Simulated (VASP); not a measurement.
Method: PBE GGA, VASP's PBE PAW potentials (set 64) (plane waves; VASP).

A VASP calculation is set up with these files.

POSCAR:
```
C
1
    0.0000000000     1.7867216391     1.7867216391
    1.7867216391    -0.0000000000     1.7867216391
    1.7867216391     1.7867216391     0.0000000000
C
2
Direct
  0.0000000000   0.0000000000   0.0000000000
  0.2500000000   0.2500000000   0.2500000000
```

**INCAR**
```
! general
SYSTEM=C
PREC  =Accurate
ENCUT =650
LREAL =.False.
LASPH =.True.

! electronic loop
EDIFF =1E-7
NELM  =100
ALGO  =Normal

! smearing
ISMEAR=0   ! Gaussian
SIGMA =0.05   ! width (eV)

! functional
GGA   =PE

! ions
IBRION=6   ! finite differences
NSW   =1
ISIF  =3   ! ions, shape and volume
POTIM =0.015
NFREE =2

! output
LWAVE =.False.
LCHARG=.False.
```

File KPOINTS:
```
Regular mesh
0
G
11 11 11
```

POTCAR, in this order: C (PBE.64 set). Program: vasp_std.

Output

OUTCAR:
```
 ion  position               nearest neighbor table
   1  0.000  0.000  0.000-   2 1.55   2 1.55   2 1.55   2 1.55
   2  0.250  0.250  0.250-   1 1.55   1 1.55   1 1.55   1 1.55
  LATTYP: Found a face centered cubic cell.
 ALAT       =     3.5734432782
 Subroutine PRICEL returns:
 Original cell was already a primitive cell.
 Subroutine GETGRP returns: Found 48 space group operations
The static configuration has the point symmetry T_d .
 The point group associated with its full space group is O_h .
The dynamic configuration has the point symmetry T_d .
 Subroutine INISYM returns: Found 48 space group operations
 Subroutine IBZKPT returns following result:
 Found     56 irreducible k-points:

 Following reciprocal coordinates:
            Coordinates               Weight
  0.000000  0.000000  0.000000      1.000000
  0.090909  0.000000  0.000000      8.000000
  0.181818  0.000000  0.000000      8.000000
  0.272727  0.000000  0.000000      8.000000
  0.363636  0.000000  0.000000      8.000000
  0.454545  0.000000  0.000000      8.000000
  0.090909  0.090909  0.000000      6.000000
  0.181818  0.090909  0.000000     24.000000
  0.272727  0.090909  0.000000     24.000000
  0.363636  0.090909  0.000000     24.000000
  0.454545  0.090909  0.000000     24.000000
 -0.454545  0.090909  0.000000     24.000000
 -0.363636  0.090909  0.000000     24.000000
 -0.272727  0.090909  0.000000     24.000000
 -0.181818  0.090909  0.000000     24.000000
 -0.090909  0.090909  0.000000     12.000000
  0.181818  0.181818  0.000000      6.000000
  0.272727  0.181818  0.000000     24.000000
  0.363636  0.181818  0.000000     24.000000
  0.454545  0.181818  0.000000     24.000000
 -0.454545  0.181818  0.000000     24.000000
 -0.363636  0.181818  0.000000     24.000000
 -0.272727  0.181818  0.000000     24.000000
 -0.181818  0.181818  0.000000     12.000000
  0.272727  0.272727  0.000000      6.000000
  0.363636  0.272727  0.000000     24.000000
  0.454545  0.272727  0.000000     24.000000
 -0.454545  0.272727  0.000000     24.000000
 -0.363636  0.272727  0.000000     24.000000
 -0.272727  0.272727  0.000000     12.000000
  0.363636  0.363636  0.000000      6.000000
  0.454545  0.363636  0.000000     24.000000
 -0.454545  0.363636  0.000000     24.000000
 -0.363636  0.363636  0.000000     12.000000
  0.454545  0.454545  0.000000      6.000000
 -0.454545  0.454545  0.000000     12.000000
  0.272727  0.181818  0.090909     24.000000
  0.363636  0.181818  0.090909     48.000000
  0.454545  0.181818  0.090909     48.000000
 -0.454545  0.181818  0.090909     48.000000
 Subroutine IBZKPT_HF returns following result:
   k-points           NKPTS =     56   k-points in BZ     NKDIM =     56   number of bands    NBANDS=      8
   number of dos      NEDOS =    301   number of ions     NIONS =      2
   total plane-waves  NPLWV =  13824
   dimension x,y,z NGX =    24 NGY =   24 NGZ =   24
   dimension x,y,z NGXF=    48 NGYF=   48 NGZF=   48
   ions per type =               2
   PREC   = accura    normal or accurate (medium, high low for compatibility)
   ISTART =      0    job   : 0-new  1-cont  2-samecut
   ICHARG =      2    charge: 1-file 2-atom 10-const
   ISPIN  =      1    spin polarized calculation?
   LNONCOLLINEAR =      F non collinear calculations
   LSORBIT =      F    spin-orbit coupling
   INIWAV =      1    electr: 0-lowe 1-rand  2-diag
   ENCUT  =  650.0 eV  47.77 Ry    6.91 a.u.   5.25  5.25  5.25*2*pi/ulx,y,z
   NELM   =    100;   NELMIN=  2; NELMDL= -5     # of ELM steps
   EDIFF  = 0.1E-06   stopping-criterion for ELM
   LREAL  =      F    real-space projection
...
```

**OSZICAR**
```
...
DAV:   3    -0.181864465482E+02    0.11288E-02   -0.26273E-03  2320   0.414E-01    0.477E-02
DAV:   4    -0.181864442806E+02    0.22676E-05   -0.87914E-06  2080   0.367E-02    0.269E-02
DAV:   5    -0.181864447508E+02   -0.47020E-06   -0.24787E-06  2776   0.200E-02    0.103E-03
DAV:   6    -0.181864447258E+02    0.24983E-07   -0.10442E-08  1352   0.129E-03
   5 F= -.18186445E+02 E0= -.18186445E+02  d E =-.423814E-17
       N       E                     dE             d eps       ncg     rms          rms(c)
DAV:   1    -0.181885487611E+02   -0.21040E-02   -0.53152E-01  2256   0.713E+00    0.474E-01
DAV:   2    -0.181859589683E+02    0.25898E-02   -0.56292E-03  2184   0.809E-01    0.264E-01
DAV:   3    -0.181847428874E+02    0.12161E-02   -0.25887E-03  2272   0.405E-01    0.419E-02
DAV:   4    -0.181847371064E+02    0.57810E-05   -0.71568E-06  2048   0.338E-02    0.266E-02
DAV:   5    -0.181847303675E+02    0.67390E-05   -0.15634E-06  2712   0.169E-02    0.639E-04
DAV:   6    -0.181847304537E+02   -0.86230E-07   -0.34368E-09  1248   0.817E-04
   6 F= -.18184730E+02 E0= -.18184730E+02  d E =-.919240E-16
       N       E                     dE             d eps       ncg     rms          rms(c)
DAV:   1    -0.181901208364E+02   -0.53905E-02   -0.56899E-01  2312   0.785E+00    0.519E-01
DAV:   2    -0.181875731707E+02    0.25477E-02   -0.54974E-03  2112   0.793E-01    0.290E-01
DAV:   3    -0.181864462308E+02    0.11269E-02   -0.25672E-03  2336   0.410E-01    0.473E-02
DAV:   4    -0.181864441449E+02    0.20859E-05   -0.83220E-06  2072   0.362E-02    0.240E-02
DAV:   5    -0.181864447553E+02   -0.61036E-06   -0.18708E-06  2728   0.176E-02    0.109E-03
DAV:   6    -0.181864447250E+02    0.30283E-07   -0.11052E-08  1232   0.131E-03
   7 F= -.18186445E+02 E0= -.18186445E+02  d E =-.423820E-17
       N       E                     dE             d eps       ncg     rms          rms(c)
DAV:   1    -0.181933469802E+02   -0.69022E-02   -0.44679E-01  6592   0.666E+00    0.392E-01
DAV:   2    -0.181907774134E+02    0.25696E-02   -0.74936E-03  7040   0.975E-01    0.234E-01
DAV:   3    -0.181894928158E+02    0.12846E-02   -0.31547E-03  7680   0.538E-01    0.264E-02
DAV:   4    -0.181894962565E+02   -0.34407E-05   -0.11897E-04  5912   0.120E-01    0.199E-02
DAV:   5    -0.181894941178E+02    0.21387E-05   -0.44720E-06  8248   0.211E-02    0.155E-03
DAV:   6    -0.181894941200E+02   -0.21596E-08   -0.91394E-08  3848   0.352E-03
   8 F= -.18189494E+02 E0= -.18189494E+02  d E =-.138032E-12
       N       E                     dE             d eps       ncg     rms          rms(c)
DAV:   1    -0.182020750474E+02   -0.12581E-01   -0.55040E-01  6840   0.655E+00    0.620E-01
DAV:   2    -0.181933451080E+02    0.87299E-02   -0.12107E-02  7608   0.122E+00    0.349E-01
DAV:   3    -0.181894749287E+02    0.38702E-02   -0.94049E-03  7472   0.974E-01    0.381E-02
DAV:   4    -0.181894965274E+02   -0.21599E-04   -0.50663E-04  5928   0.240E-01    0.173E-02
DAV:   5    -0.181894940371E+02    0.24903E-05   -0.88878E-06  8336   0.293E-02    0.290E-03
DAV:   6    -0.181894941000E+02   -0.62966E-07   -0.10663E-07  4824   0.371E-03
   9 F= -.18189494E+02 E0= -.18189494E+02  d E =-.137739E-12
       N       E                     dE             d eps       ncg     rms          rms(c)
DAV:   1    -0.181932069265E+02   -0.37129E-02   -0.50264E-01  6776   0.619E+00    0.404E-01
DAV:   2    -0.181903027486E+02    0.29042E-02   -0.74103E-03  7520   0.966E-01    0.239E-01
DAV:   3    -0.181893298566E+02    0.97289E-03   -0.49424E-03  7280   0.701E-01    0.298E-02
DAV:   4    -0.181893933920E+02   -0.63535E-04   -0.23495E-04  6472   0.167E-01    0.139E-02
DAV:   5    -0.181894895369E+02   -0.96145E-04   -0.21757E-05  8112   0.470E-02    0.225E-03
DAV:   6    -0.181894913381E+02   -0.18012E-05   -0.12797E-06  6008   0.120E-02    0.658E-04
DAV:   7    -0.181894940717E+02   -0.27337E-05   -0.25373E-08  3288   0.167E-03    0.265E-04
DAV:   8    -0.181894940898E+02   -0.18044E-07   -0.23552E-09  2928   0.531E-04
  10 F= -.18189494E+02 E0= -.18189494E+02  d E =-.137791E-12
       N       E                     dE             d eps       ncg     rms          rms(c)
DAV:   1    -0.182021512865E+02   -0.12657E-01   -0.51663E-01  7504   0.652E+00    0.621E-01
DAV:   2    -0.181933241482E+02    0.88271E-02   -0.11723E-02  7056   0.119E+00    0.348E-01
DAV:   3    -0.181894751668E+02    0.38490E-02   -0.93263E-03  7608   0.968E-01    0.379E-02
DAV:   4    -0.181894964505E+02   -0.21284E-04   -0.48437E-04  5872   0.235E-01    0.171E-02
DAV:   5    -0.181894939990E+02    0.24515E-05   -0.85220E-06  8536   0.285E-02    0.283E-03
DAV:   6    -0.181894940747E+02   -0.75624E-07   -0.12185E-07  4944   0.398E-03
  11 F= -.18189494E+02 E0= -.18189494E+02  d E =-.137836E-12
       N       E                     dE             d eps       ncg     rms          rms(c)
DAV:   1    -0.181958928148E+02   -0.63988E-02   -0.44264E-01  7664   0.605E+00    0.402E-01
DAV:   2    -0.181920199658E+02    0.38728E-02   -0.65706E-03  6720   0.934E-01    0.239E-01
DAV:   3    -0.181895378789E+02    0.24821E-02   -0.45711E-03  7496   0.714E-01    0.273E-02
DAV:   4    -0.181895184790E+02    0.19400E-04   -0.24799E-04  6264   0.168E-01    0.134E-02
DAV:   5    -0.181894945321E+02    0.23947E-04   -0.20690E-05  8320   0.435E-02    0.207E-03
DAV:   6    -0.181894945452E+02   -0.13122E-07   -0.10804E-06  5960   0.109E-02    0.892E-04
DAV:   7    -0.181894940716E+02    0.47356E-06   -0.35394E-08  3248   0.191E-03    0.182E-04
DAV:   8    -0.181894940724E+02   -0.79979E-09   -0.27974E-09  2928   0.580E-04
  12 F= -.18189494E+02 E0= -.18189494E+02  d E =-.137791E-12
       N       E                     dE             d eps       ncg     rms          rms(c)
DAV:   1    -0.182021752233E+02   -0.12681E-01   -0.48908E-01  7560   0.636E+00    0.621E-01
DAV:   2    -0.181933212237E+02    0.88540E-02   -0.11566E-02  7184   0.118E+00    0.348E-01
DAV:   3    -0.181894744988E+02    0.38467E-02   -0.92472E-03  7624   0.965E-01    0.378E-02
DAV:   4    -0.181894962755E+02   -0.21777E-04   -0.48394E-04  5904   0.234E-01    0.168E-02
DAV:   5    -0.181894939999E+02    0.22757E-05   -0.81441E-06  8312   0.279E-02    0.302E-03
DAV:   6    -0.181894940767E+02   -0.76855E-07   -0.12340E-07  4888   0.401E-03
  13 F= -.18189494E+02 E0= -.18189494E+02  d E =-.137856E-12
       N       E                     dE             d eps       ncg     rms          rms(c)
DAV:   1    -0.181928764524E+02   -0.33825E-02   -0.70697E-01  3624   0.828E+00    0.288E-01
DAV:   2    -0.181912169348E+02    0.16595E-02   -0.59203E-03  4552   0.874E-01    0.179E-01
DAV:   3    -0.181898392720E+02    0.13777E-02   -0.30613E-03  4520   0.548E-01    0.139E-02
DAV:   4    -0.181898489812E+02   -0.97091E-05   -0.16604E-04  3616   0.137E-01    0.663E-03
DAV:   5    -0.181898475395E+02    0.14417E-05   -0.43685E-06  4944   0.215E-02    0.103E-03
DAV:   6    -0.181898474088E+02    0.13065E-06   -0.27380E-07  3480   0.568E-03    0.379E-04
DAV:   7    -0.181898473492E+02    0.59676E-07   -0.38351E-09  1728   0.653E-04
  14 F= -.18189847E+02 E0= -.18189847E+02  d E =-.154192E-10
       N       E                     dE             d eps       ncg     rms          rms(c)
DAV:   1    -0.181903855270E+02   -0.53812E-03   -0.13250E+00  3496   0.106E+01    0.247E-01
DAV:   2    -0.181902256089E+02    0.15992E-03   -0.65586E-03  4792   0.905E-01    0.146E-01
DAV:   3    -0.181898525625E+02    0.37305E-03   -0.11473E-03  3976   0.309E-01    0.157E-02
DAV:   4    -0.181898499026E+02    0.26600E-05   -0.48150E-05  3864   0.784E-02    0.920E-03
DAV:   5    -0.181898473436E+02    0.25590E-05   -0.82540E-06  4792   0.253E-02    0.900E-04
DAV:   6    -0.181898473660E+02   -0.22388E-07   -0.37029E-07  3616   0.673E-03
  15 F= -.18189847E+02 E0= -.18189847E+02  d E =-.153625E-10
```

### OUTCAR
```
------------------------ aborting loop because EDIFF is reached ----------------------------------------
  FORCE on cell =-STRESS in cart. coord.  units (eV):
  Direction    XX          YY          ZZ          XY          YZ          ZX
  --------------------------------------------------------------------------------------
  Total       -0.0613256     -0.0575128     -0.0575128      0.0000000     -0.0420688      0.0000000
  in kB       -8.6129393     -8.0774540     -8.0774540      0.0000000     -5.9084087      0.0000000
  external PRESSURE =      -8.2559491 kB  Pullay stress =       0.0000000 kB
  volume of cell :       11.41
      direct lattice vectors                 reciprocal lattice vectors
     0.000000000  1.786721639  1.786721639    -0.279842136  0.279842136  0.279842136
     1.786721639  0.000000000  1.786721639     0.279842136 -0.279842136  0.279842136
     1.786721639  1.786721639  0.000000000     0.279842136  0.279842136 -0.279842136
 POSITION                                       TOTAL-FORCE (eV/Angst)
 -----------------------------------------------------------------------------------
     -0.01500      0.00000      0.00000         0.552035      0.000000      0.000000
      0.89336      0.89336      0.89336        -0.552035      0.000000      0.000000
 -----------------------------------------------------------------------------------
    total drift:                                0.000421     -0.000000     -0.000000
  FREE ENERGIE OF THE ION-ELECTRON SYSTEM (eV)
  ---------------------------------------------------
  free  energy   TOTEN  =       -18.1898473660 eV

  energy  without entropy=      -18.1898473659  energy(sigma->0) =      -18.18984737

   1 f  =   38.699132 THz   243.153816 2PiTHz 1290.864085 cm-1   160.046677 meV
             X         Y         Z           dx          dy          dz
      0.000000  0.000000  0.000000     0.000000   -0.707107    0.000000
      0.893361  0.893361  0.893361     0.000000    0.707107    0.000000

   2 f  =   38.699132 THz   243.153816 2PiTHz 1290.864085 cm-1   160.046677 meV
             X         Y         Z           dx          dy          dz
      0.000000  0.000000  0.000000    -0.707107    0.000000    0.000000
      0.893361  0.893361  0.893361     0.707107    0.000000    0.000000

   3 f  =   38.699132 THz   243.153816 2PiTHz 1290.864085 cm-1   160.046677 meV
             X         Y         Z           dx          dy          dz
      0.000000  0.000000  0.000000     0.000000    0.000000   -0.707107
      0.893361  0.893361  0.893361     0.000000    0.000000    0.707107

   4 f  =    0.000000 THz     0.000000 2PiTHz    0.000000 cm-1     0.000000 meV
             X         Y         Z           dx          dy          dz
      0.000000  0.000000  0.000000     0.707107    0.000000    0.000000
      0.893361  0.893361  0.893361     0.707107    0.000000    0.000000

   5 f  =    0.000000 THz     0.000000 2PiTHz    0.000000 cm-1     0.000000 meV
             X         Y         Z           dx          dy          dz
      0.000000  0.000000  0.000000     0.000000    0.707107    0.000000
      0.893361  0.893361  0.893361     0.000000    0.707107    0.000000

   6 f  =    0.000000 THz     0.000000 2PiTHz    0.000000 cm-1     0.000000 meV
             X         Y         Z           dx          dy          dz
      0.000000  0.000000  0.000000     0.000000    0.000000    0.707107
      0.893361  0.893361  0.893361     0.000000    0.000000    0.707107

 ELASTIC MODULI CONTR FROM IONIC RELAXATION (kBar)
 Direction    XX          YY          ZZ          XY          YZ          ZX
 --------------------------------------------------------------------------------
 XX          -0.0000     -0.0000     -0.0000      0.0000      0.0000      0.0000
 YY          -0.0000     -0.0000     -0.0000      0.0000      0.0000      0.0000
 ZZ          -0.0000     -0.0000     -0.0000      0.0000      0.0000      0.0000
 XY           0.0000      0.0000      0.0000    -29.9084      0.0000      0.0000
 YZ           0.0000      0.0000      0.0000      0.0000    -29.9084      0.0000
 ZX           0.0000      0.0000      0.0000      0.0000      0.0000    -29.9084
 --------------------------------------------------------------------------------

 TOTAL ELASTIC MODULI (kBar)
 Direction    XX          YY          ZZ          XY          YZ          ZX
 --------------------------------------------------------------------------------
 XX       10493.3721   1234.7986   1234.7986     -0.0000      0.0000      0.0000
 YY        1234.7986  10493.3721   1234.7986     -0.0000      0.0000     -0.0000
 ZZ        1234.7986   1234.7986  10493.3721     -0.0000     -0.0000     -0.0000
 XY          -0.0000     -0.0000     -0.0000   5584.0296      0.0000      0.0000
 YZ           0.0000      0.0000     -0.0000      0.0000   5584.0296      0.0000
 ZX           0.0000     -0.0000     -0.0000      0.0000      0.0000   5584.0296
 --------------------------------------------------------------------------------
```
(Selected blocks of OUTCAR.)

The compound is C in the diamond structure. It was relaxed first.
